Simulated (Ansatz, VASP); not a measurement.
# Cross-check of BAs between VASP and Ansatz

One calculation is typed for both programs; each brings its own data sets. How far apart do they land? The cell is taken from a series of runs on this material, whose earlier steps may have relaxed, scaled, displaced or heated it; both programs get it as it stands.

Main program and level: Ansatz 0.2.0; plane waves, with VASP 6.6.1 beside it; zone-centre phonons at LDA.

## (1) The structure

Symmetry: F-43m, No. 216, cubic system. The conventional cell has a = 4.668 Å, b = 4.668 Å, c = 4.668 Å, α = 90.00°, β = 90.00°, γ = 90.00°. Nearest to B lie 4 As at 2.02 Å. Nearest to As lie 4 B at 2.02 Å. Farther neighbours are not listed.

## (2) VASP: zone-centre phonons, LDA, pair 1

Second derivatives magnify differences that forces hide, and they need a tight electronic threshold.

Lines of VASP's logs that name or quote its potential files are left out, and so is its time.

Input file INCAR:

```
SYSTEM = BAs
PREC = Accurate
ENCUT = 500
EDIFF = 1E-08
NELM = 120
ISMEAR = 0
SIGMA = 0.01
LREAL = .FALSE.
ALGO = Normal
GGA = CA
NBANDS = 10
LORBIT = 11
LWAVE = .FALSE.
LCHARG = .FALSE.
ISIF = 2
IBRION = 8
LEPSILON = .TRUE.
LASPH = .TRUE.
GGA_COMPAT = .FALSE.
EFERMI = MIDGAP
KPAR = 2
```

Input file POSCAR:

```
BAs
1.0
    0.0000000000      2.3338563482      2.3338563482
    2.3338563482      0.0000000000      2.3338563482
    2.3338563482      2.3338563482      0.0000000000
B As
1 1
Direct
    0.0000000000      0.0000000000      0.0000000000
    0.7500000000      0.7500000000      0.7500000000
```

Input file KPOINTS:

```
Automatic mesh
0
Gamma
12 12 12
0 0 0
```

PAW data sets: B and As (LDA family, release 64).

Started as:

```bash
mpirun -np 2 vasp_std
```

Numbers of over 12 decimals in the logs are rounded to 6 here.

The program printed:

```text
[banner, memory and clock lines left out]
running    2 mpi-ranks, on    1 nodes
 distrk:  each k-point on    1 cores,    2 groups
 distr:  one band on    1 cores,    1 groups

 POSCAR found type information on POSCAR B As
 POSCAR found :  2 types and       2 ions
 LDA part: xc-table for (Slater(with rela. corr.)+CA(PZ))
 , standard interpolation
 POSCAR, INCAR and KPOINTS ok, starting setup
 FFT: planning ... GRIDC
 FFT: planning ... GRID_SOFT
 FFT: planning ... GRID
 WAVECAR not read
 entering main loop
       N       E                     dE             d eps       ncg     rms          rms(c)
DAV:   1     0.103726285775E+02    0.10373E+02   -0.37383E+03  1440   0.682E+02
DAV:   2    -0.131791183898E+02   -0.23552E+02   -0.22500E+02  2030   0.109E+02
DAV:   3    -0.137755005527E+02   -0.59638E+00   -0.59545E+00  1730   0.168E+01
DAV:   4    -0.137769994385E+02   -0.14989E-02   -0.14988E-02  1702   0.953E-01
DAV:   5    -0.137770017715E+02   -0.23330E-05   -0.23329E-05  1722   0.381E-02    0.555E+00
DAV:   6    -0.130113667928E+02    0.76563E+00   -0.19950E+00  1542   0.636E+00    0.262E+00
DAV:   7    -0.129116889587E+02    0.99678E-01   -0.25723E-01  1716   0.270E+00    0.930E-01
DAV:   8    -0.128975021941E+02    0.14187E-01   -0.26447E-02  1586   0.920E-01    0.109E-01
DAV:   9    -0.128975268791E+02   -0.24685E-04   -0.73235E-04  1644   0.185E-01    0.632E-02
DAV:  10    -0.128975318249E+02   -0.49458E-05   -0.85119E-05  1552   0.552E-02    0.151E-02
DAV:  11    -0.128975331958E+02   -0.13709E-05   -0.17877E-06  1704   0.959E-03    0.143E-02
DAV:  12    -0.128975330305E+02    0.16530E-06   -0.75512E-07  1596   0.391E-03    0.314E-03
DAV:  13    -0.128975330328E+02   -0.22914E-08   -0.27377E-08  1654   0.122E-03
   1 F= -.12897533E+02 E0= -.12897533E+02  d E =0.000000E+00
 Linear response reoptimize wavefunctions to high precision
DAV:   1    -0.128975330319E+02    0.94690E-09   -0.59509E-09  1582   0.358E-04
DAV:   2    -0.128975330319E+02   -0.23419E-10   -0.11775E-10   902   0.924E-05
 Linear response G [H, r] |phi>, progress :
  Direction:   1
       N       E                     dE             d eps       ncg     rms
RMM:   1    -0.478050693547E+02   -0.47805E+02   -0.66266E+01  3623   0.454E+01
RMM:   2    -0.365299619494E+02    0.11275E+02   -0.15161E+00  2389   0.109E+01
RMM:   3    -0.366362642434E+02   -0.10630E+00    0.21363E-01  2501   0.847E-01
RMM:   4    -0.366568066322E+02   -0.20542E-01    0.28958E-02  2571   0.872E-02
RMM:   5    -0.366593654250E+02   -0.25588E-02    0.35694E-03  2569   0.967E-03
RMM:   6    -0.366595398102E+02   -0.17439E-03    0.18306E-03  2569   0.152E-03
RMM:   7    -0.366595579769E+02   -0.18167E-04    0.16603E-03  2327   0.494E-04
RMM:   8    -0.366595622866E+02   -0.43097E-05    0.16087E-03  2150   0.381E-04
RMM:   9    -0.366595614789E+02    0.80772E-06    0.16195E-03  1951   0.372E-04
RMM:  10    -0.366595613527E+02    0.12622E-06    0.16290E-03  1781   0.373E-04
RMM:  11    -0.366595645040E+02   -0.31513E-05    0.16299E-03  1595   0.373E-04
 Linear response G [H, r] |phi>, progress :
  Direction:   2
       N       E                     dE             d eps       ncg     rms
RMM:   1    -0.460160217414E+02   -0.46016E+02   -0.81446E+01  3623   0.431E+01
RMM:   2    -0.379522912208E+02    0.80637E+01   -0.41588E-01  2364   0.915E+00
RMM:   3    -0.380739496480E+02   -0.12166E+00    0.22387E-01  2517   0.667E-01
RMM:   4    -0.380946656676E+02   -0.20716E-01    0.28942E-02  2571   0.681E-02
RMM:   5    -0.380972229566E+02   -0.25573E-02    0.35070E-03  2593   0.768E-03
RMM:   6    -0.380973973192E+02   -0.17436E-03    0.17676E-03  2553   0.125E-03
RMM:   7    -0.380974153592E+02   -0.18040E-04    0.15977E-03  2275   0.422E-04
RMM:   8    -0.380974553982E+02   -0.40039E-04    0.11861E-03  2126   0.332E-04
RMM:   9    -0.380974168791E+02    0.38519E-04    0.15731E-03  2018   0.324E-04
RMM:  10    -0.380974185386E+02   -0.16595E-05    0.15578E-03  1826   0.324E-04
RMM:  11    -0.380974192907E+02   -0.75205E-06    0.15612E-03  1663   0.324E-04
 Linear response G [H, r] |phi>, progress :
  Direction:   3
       N       E                     dE             d eps       ncg     rms
RMM:   1    -0.254944017102E+02   -0.25494E+02    0.11507E+02  3435   0.426E+01
RMM:   2    -0.224215975991E+02    0.30728E+01   -0.22632E+00  2347   0.955E+00
RMM:   3    -0.224140777772E+02    0.75198E-02   -0.27131E-02  2485   0.844E-01
RMM:   4    -0.224137985651E+02    0.27921E-03   -0.30391E-04  2577   0.901E-02
RMM:   5    -0.224137919478E+02    0.66173E-05   -0.10754E-05  2545   0.107E-02
RMM:   6    -0.224137914539E+02    0.49388E-06   -0.87403E-07  2542   0.157E-03
RMM:   7    -0.224137913975E+02    0.56461E-07    0.59889E-07  2261   0.438E-04
RMM:   8    -0.224137915017E+02   -0.10428E-06    0.11410E-06  2092   0.301E-04
RMM:   9    -0.224137915599E+02   -0.58152E-07    0.13379E-06  1893   0.290E-04
RMM:  10    -0.224137915598E+02    0.72230E-10    0.22370E-06  1720   0.290E-04
RMM:  11    -0.224137915602E+02   -0.35843E-09    0.89328E-06  1521   0.291E-04
 Linear response to external field (no local field effect), progress :
  Direction:   1
       N       E                     dE             d eps       ncg     rms          rms(c)
RMM:   1    -0.765465241030E+00   -0.76547E+00   -0.34649E+00  3279   0.322E+00
[...]
RMM:   5    -0.313052927234E+00   -0.43812E-09   -0.26977E-09  2176   0.159E-04
 change of polarisation eV/A/(eV/A) component  3 :     0.178    -0.230     0.626
 dielectric tensor                  component  3 :     1.267    -1.639     5.456
 Linear response to external field, progress :
  Direction:   1
       N       E                     dE             d eps       ncg     rms          rms(c)
RMM:   1    -0.613882350002E+00   -0.61388E+00   -0.27343E+00 12643   0.289E+00
RMM:   2    -0.626303138267E+00   -0.12421E-01   -0.62171E-03  9266   0.384E-01    0.118E+00
RMM:   3    -0.612273320840E+00    0.14030E-01   -0.57604E-03  9470   0.439E-01    0.680E-01
RMM:   4    -0.630606840752E+00   -0.18334E-01   -0.73430E-03  9305   0.512E-01    0.729E-02
RMM:   5    -0.633649789279E+00   -0.30429E-02   -0.11914E-04  9601   0.696E-02    0.791E-03
RMM:   6    -0.633744273443E+00   -0.94484E-04   -0.73936E-07  9781   0.597E-03    0.425E-03
RMM:   7    -0.633797569550E+00   -0.53296E-04   -0.85947E-08  9818   0.261E-03    0.254E-04
RMM:   8    -0.633803988757E+00   -0.64192E-05    0.44980E-10  9236   0.187E-04    0.953E-05
RMM:   9    -0.633801846499E+00    0.21423E-05    0.40255E-09  8813   0.949E-05    0.197E-05
RMM:  10    -0.633801903000E+00   -0.56501E-07   -0.47463E-09  5451   0.257E-05    0.419E-06
 change of polarisation eV/A/(eV/A) component  1 :     1.195     0.308     0.192
 dielectric tensor                  component  1 :     9.509     2.189     1.365
 Linear response to external field, progress :
  Direction:   2
       N       E                     dE             d eps       ncg     rms          rms(c)
RMM:   1    -0.613881346693E+00   -0.61388E+00   -0.27343E+00 12643   0.289E+00
RMM:   2    -0.626303836199E+00   -0.12422E-01   -0.61801E-03  9268   0.384E-01    0.118E+00
RMM:   3    -0.612273472291E+00    0.14030E-01   -0.57508E-03  9472   0.439E-01    0.680E-01
RMM:   4    -0.630607795862E+00   -0.18334E-01   -0.73352E-03  9306   0.512E-01    0.729E-02
RMM:   5    -0.633649889166E+00   -0.30421E-02   -0.11922E-04  9602   0.696E-02    0.790E-03
RMM:   6    -0.633744491292E+00   -0.94602E-04   -0.72024E-07  9782   0.597E-03    0.425E-03
RMM:   7    -0.633797792595E+00   -0.53301E-04   -0.85028E-08  9825   0.261E-03    0.254E-04
RMM:   8    -0.633804211976E+00   -0.64194E-05   -0.39230E-09  9232   0.187E-04    0.953E-05
RMM:   9    -0.633802068259E+00    0.21437E-05   -0.61155E-09  8792   0.952E-05    0.201E-05
RMM:  10    -0.633802141391E+00   -0.73132E-07   -0.88427E-09  5468   0.254E-05    0.520E-06
 change of polarisation eV/A/(eV/A) component  2 :     0.251     1.195     0.192
 dielectric tensor                  component  2 :     1.788     9.509     1.368
 Linear response to external field, progress :
  Direction:   3
       N       E                     dE             d eps       ncg     rms          rms(c)
RMM:   1    -0.613894193186E+00   -0.61389E+00   -0.27344E+00 12641   0.289E+00
RMM:   2    -0.626302997213E+00   -0.12409E-01   -0.62151E-03  9266   0.384E-01    0.118E+00
RMM:   3    -0.612273126138E+00    0.14030E-01   -0.57624E-03  9469   0.439E-01    0.680E-01
RMM:   4    -0.630606797696E+00   -0.18334E-01   -0.73445E-03  9308   0.512E-01    0.729E-02
RMM:   5    -0.633650008053E+00   -0.30432E-02   -0.11920E-04  9602   0.696E-02    0.791E-03
RMM:   6    -0.633744475607E+00   -0.94468E-04   -0.73185E-07  9778   0.597E-03    0.425E-03
RMM:   7    -0.633797774317E+00   -0.53299E-04   -0.84249E-08  9812   0.261E-03    0.254E-04
RMM:   8    -0.633804181403E+00   -0.64071E-05   -0.39192E-09  9230   0.187E-04    0.952E-05
RMM:   9    -0.633802043078E+00    0.21383E-05   -0.11437E-08  8802   0.952E-05    0.201E-05
RMM:  10    -0.633802113527E+00   -0.70448E-07   -0.27828E-08  5448   0.254E-05    0.522E-06
 change of polarisation eV/A/(eV/A) component  3 :     0.207     0.292     1.195
 dielectric tensor                  component  3 :     1.476     2.080     9.509
 Linear response DOF=           2
 Linear response progress:
  Degree of freedom:   1/  2
       N       E                     dE             d eps       ncg     rms          rms(c)
RMM:   1    -0.451455120166E-01   -0.45146E-01   -0.13582E-03 13292   0.110E+00
RMM:   2    -0.420192264944E-01    0.31263E-02   -0.80024E-04  8820   0.216E-01    0.110E-01
RMM:   3    -0.420584014978E-01   -0.39175E-04   -0.70382E-05  9214   0.764E-02    0.570E-02
RMM:   4    -0.423870353951E-01   -0.32863E-03   -0.98636E-05  9031   0.709E-02    0.755E-03
RMM:   5    -0.423739407009E-01    0.13095E-04    0.47246E-06  9613   0.723E-03    0.776E-04
RMM:   6    -0.423727423580E-01    0.11983E-05    0.17034E-07  9539   0.571E-04    0.281E-04
RMM:   7    -0.423720175755E-01    0.72478E-06    0.10082E-07  9810   0.253E-04    0.504E-05
RMM:   8    -0.423721134755E-01   -0.95900E-07   -0.54893E-08  9925   0.440E-05    0.156E-05
RMM:   9    -0.423720769817E-01    0.36494E-07   -0.63458E-08 10116   0.261E-05    0.154E-06
RMM:  10    -0.423720753750E-01    0.16067E-08   -0.47126E-08  8997   0.167E-05    0.513E-07
 first order change of Fermi-energy   0.24557E+01
 force on displaced ion       1 direction 1 : -18.761  -0.000  -0.000
 Born effective charge ion    1 direction 1 :  -0.703   0.000   0.000
 Linear response progress:
  Degree of freedom:   2/  2
       N       E                     dE             d eps       ncg     rms          rms(c)
RMM:   1    -0.399370250105E-01   -0.39937E-01    0.25798E-02 13365   0.115E+00
RMM:   2    -0.375373715041E-01    0.23997E-02   -0.14136E-03  8941   0.213E-01    0.997E-02
RMM:   3    -0.373979996672E-01    0.13937E-03   -0.98472E-05  9534   0.263E-02    0.583E-02
RMM:   4    -0.374541323890E-01   -0.56133E-04   -0.10756E-04  9375   0.298E-02    0.321E-03
RMM:   5    -0.374384255993E-01    0.15707E-04   -0.72374E-06  9861   0.235E-03    0.895E-04
RMM:   6    -0.374336568347E-01    0.47688E-05   -0.10135E-07  9806   0.416E-04    0.112E-04
RMM:   7    -0.374333658374E-01    0.29100E-06    0.20565E-07 10035   0.756E-05    0.496E-05
RMM:   8    -0.374334193376E-01   -0.53500E-07    0.26518E-08 10252   0.315E-05    0.121E-05
RMM:   9    -0.374334417916E-01   -0.22454E-07   -0.47943E-08  9540   0.235E-05    0.496E-07
RMM:  10    -0.374334434300E-01   -0.16384E-08   -0.49447E-08  7737   0.203E-05    0.280E-07
 first order change of Fermi-energy  -0.24555E+01
 force on displaced ion       2 direction 1 : -18.762  -0.000  -0.000
 Born effective charge ion    2 direction 1 :   0.698   0.000   0.000
 Born effective charges drift removed
 Linear response finished
```

Parts of OUTCAR (step 2):

```text
ion  position               nearest neighbor table
   1  0.000  0.000  0.000-   2 2.02   2 2.02   2 2.02   2 2.02
   2  0.750  0.750  0.750-   1 2.02   1 2.02   1 2.02   1 2.02

  LATTYP: Found a face centered cubic cell.
 ALAT       =     4.6677126964

 Subroutine GETGRP returns: Found 24 space group operations
 (whereof 24 operations were pure point group operations)

The static configuration has the point symmetry T_d .

 Found     72 irreducible k-points:

   k-points           NKPTS =     72   k-points in BZ     NKDIM =     72   number of bands    NBANDS=     10

   dimension x,y,z NGX =    24 NGY =   24 NGZ =   24
   dimension x,y,z NGXF=    48 NGYF=   48 NGZF=   48

   ENCUT  =  500.0 eV  36.75 Ry    6.06 a.u.   6.02  6.02  6.02*2*pi/ulx,y,z

   NELECT =       8.0000    total number of electrons

 k-points in reciprocal lattice and weights: Automatic mesh
   0.00000000  0.00000000  0.00000000       0.001
   0.08333333  0.00000000  0.00000000       0.005
   0.16666667  0.00000000  0.00000000       0.005
   0.25000000  0.00000000  0.00000000       0.005
   0.33333333  0.00000000  0.00000000       0.005
   0.41666667  0.00000000  0.00000000       0.005
   0.50000000  0.00000000  0.00000000       0.002
   0.08333333  0.08333333  0.00000000       0.003
   0.16666667  0.08333333  0.00000000       0.014
[...]
-0.33333333  0.50000000  0.16666667       0.007
  -0.25000000  0.50000000  0.25000000       0.003

 average (electrostatic) potential at core
       1 -31.0556       2 -51.2594

  Total        1.2273647      1.2273647      1.2273647     -0.0000000     -0.0000000      0.0000000
  in kB       77.3449283     77.3449283     77.3449283     -0.0000000     -0.0000000      0.0000000
  external PRESSURE =      77.3449283 kB  Pullay stress =       0.0000000 kB

  energy-cutoff  :      500.00
  volume of cell :       25.42
      direct lattice vectors                 reciprocal lattice vectors
     0.000000000  2.333856348  2.333856348    -0.214237693  0.214237693  0.214237693
     2.333856348  0.000000000  2.333856348     0.214237693 -0.214237693  0.214237693
     2.333856348  2.333856348  0.000000000     0.214237693  0.214237693 -0.214237693

 POSITION                                       TOTAL-FORCE (eV/Angst)
 -----------------------------------------------------------------------------------
      0.00000      0.00000      0.00000        -0.000000     -0.000000     -0.000000
      3.50078      3.50078      3.50078         0.000000      0.000000      0.000000
 -----------------------------------------------------------------------------------
    total drift:                               -0.000000     -0.000000     -0.000000

 MACROSCOPIC STATIC DIELECTRIC TENSOR (including local field effects in DFT)
 ------------------------------------------------------
           9.508572    -0.000000    -0.000000
          -0.000000     9.508572     0.000000
          -0.000000     0.000000     9.508572
 ------------------------------------------------------

 PIEZOELECTRIC TENSOR (including local field effects)  for field in x, y, z        (C/m^2)
          XX          YY          ZZ          XY          YZ          ZX
  --------------------------------------------------------------------------------
  x    -0.00000     0.00000    -0.00000     0.00000    -0.17763     0.00000
  y     0.00000     0.00000    -0.00000     0.00000     0.00000    -0.17763
  z    -0.00000    -0.00000     0.00000    -0.17763     0.00000     0.00000

 BORN EFFECTIVE CHARGES (including local field effects) (in |e|, cummulative output)
 ---------------------------------------------------------------------------------
 ion    1
    1    -0.69882    -0.00000    -0.00000
    2     0.00000    -0.69882     0.00000
    3    -0.00000     0.00000    -0.69882
 ion    2
    1     0.69882     0.00000     0.00000
    2    -0.00000     0.69882    -0.00000
    3     0.00000    -0.00000     0.69882

 Eigenvectors and eigenvalues of the dynamical matrix
 ----------------------------------------------------

   1 f  =   22.030107 THz   138.419242 2PiTHz  734.845257 cm-1    91.109159 meV
             X         Y         Z           dx          dy          dz
      0.000000  0.000000  0.000000    -0.934823    0.000000    0.000000
      3.500785  3.500785  3.500785     0.355114    0.000000    0.000000

   2 f  =   22.030107 THz   138.419242 2PiTHz  734.845257 cm-1    91.109159 meV
             X         Y         Z           dx          dy          dz
      0.000000  0.000000  0.000000     0.000000    0.934823    0.000000
      3.500785  3.500785  3.500785     0.000000   -0.355114    0.000000

   3 f  =   22.030107 THz   138.419242 2PiTHz  734.845257 cm-1    91.109159 meV
             X         Y         Z           dx          dy          dz
      0.000000  0.000000  0.000000     0.000000    0.000000   -0.934823
      3.500785  3.500785  3.500785     0.000000    0.000000    0.355114

   4 f/i=    0.000181 THz     0.001135 2PiTHz    0.006026 cm-1     0.000747 meV
             X         Y         Z           dx          dy          dz
      0.000000  0.000000  0.000000     0.000000    0.330726   -0.129331
      3.500785  3.500785  3.500785     0.000000    0.870621   -0.340459

   5 f/i=    0.000181 THz     0.001135 2PiTHz    0.006026 cm-1     0.000747 meV
             X         Y         Z           dx          dy          dz
      0.000000  0.000000  0.000000     0.355114    0.000000    0.000000
      3.500785  3.500785  3.500785     0.934823    0.000000    0.000000

   6 f/i=    0.000181 THz     0.001135 2PiTHz    0.006026 cm-1     0.000747 meV
             X         Y         Z           dx          dy          dz
      0.000000  0.000000  0.000000     0.000000    0.129331    0.330726
      3.500785  3.500785  3.500785     0.000000    0.340459    0.870621

 MACROSCOPIC STATIC DIELECTRIC TENSOR IONIC CONTRIBUTION
 ------------------------------------------------------
           0.185257     0.000000     0.000000
           0.000000     0.185257    -0.000000
           0.000000    -0.000000     0.185257
 ------------------------------------------------------

 ELASTIC MODULI CONTR FROM IONIC RELAXATION (kBar)
 Direction    XX          YY          ZZ          XY          YZ          ZX
 --------------------------------------------------------------------------------
 XX          -0.0000     -0.0000     -0.0000     -0.0000      0.0000      0.0000
 YY          -0.0000     -0.0000     -0.0000     -0.0000     -0.0000      0.0000
 ZZ          -0.0000     -0.0000     -0.0000      0.0000     -0.0000      0.0000
 XY          -0.0000     -0.0000      0.0000   -313.7908      0.0000      0.0000
 YZ           0.0000     -0.0000     -0.0000      0.0000   -313.7908      0.0000
 ZX           0.0000      0.0000      0.0000      0.0000      0.0000   -313.7908
 --------------------------------------------------------------------------------

 PIEZOELECTRIC TENSOR IONIC CONTR  for field in x, y, z        (C/m^2)
          XX          YY          ZZ          XY          YZ          ZX
  --------------------------------------------------------------------------------
  x     0.00000     0.00000     0.00000     0.00000     0.22687     0.00000
  y    -0.00000    -0.00000    -0.00000    -0.00000    -0.00000     0.22687
  z     0.00000     0.00000     0.00000     0.22687     0.00000    -0.00000
```

(Continued in part 2 of 3.)

[Lines on the potential files, build, host, timing and source positions are cut from VASP's logs without a mark.]

[Logs are printed without paths, hosts, clocks, repeated set-up lines and the standing remarks that a program may print on its own settings, such as how far it seeks lower states.]

[Hosts, paths, dates, database ids (printed as entryN), source tags and the programs' standing remarks are cut or masked in the printed files.]
